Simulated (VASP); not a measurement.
Given:

```
KTaO3
1.0
    3.99340     0.00000     0.00000
    0.00000     3.99340     0.00000
    0.00000     0.00000     3.99340
K Ta O
1 1 3
Direct
  0.00000   0.00000   0.00000
  0.50000   0.50000   0.50000
  0.50000   0.00000   0.50000
  0.00000   0.50000   0.50000
  0.50000   0.50000   0.00000
```

Method: AM05 GGA, VASP's PBE PAW potentials (set 64) (plane waves; VASP). Numerical set-up: 520 eV cut-off, 6×6×6 Γ-centred mesh, tetrahedra with Blöchl corrections, potentials K_sv Ta_pv O.

Unless said otherwise, spin-orbit coupling is left out, though it shifts the bands of the heavy elements here.

Problem. Estimate the energy per atom (σ→0), band gap (on the k-mesh) with the smallest direct gap where there is one.

Solution. 
```json
{
  "band gap (on the k-mesh)": "2.08 eV",
  "smallest direct gap (on the k-mesh)": "2.71 eV",
  "energy per atom (σ→0)": "-8.370 eV/atom"
}
```

Only differences to runs with the same potentials and settings are physical.

The compound is KTaO3 in the cubic perovskite structure. It was relaxed first.
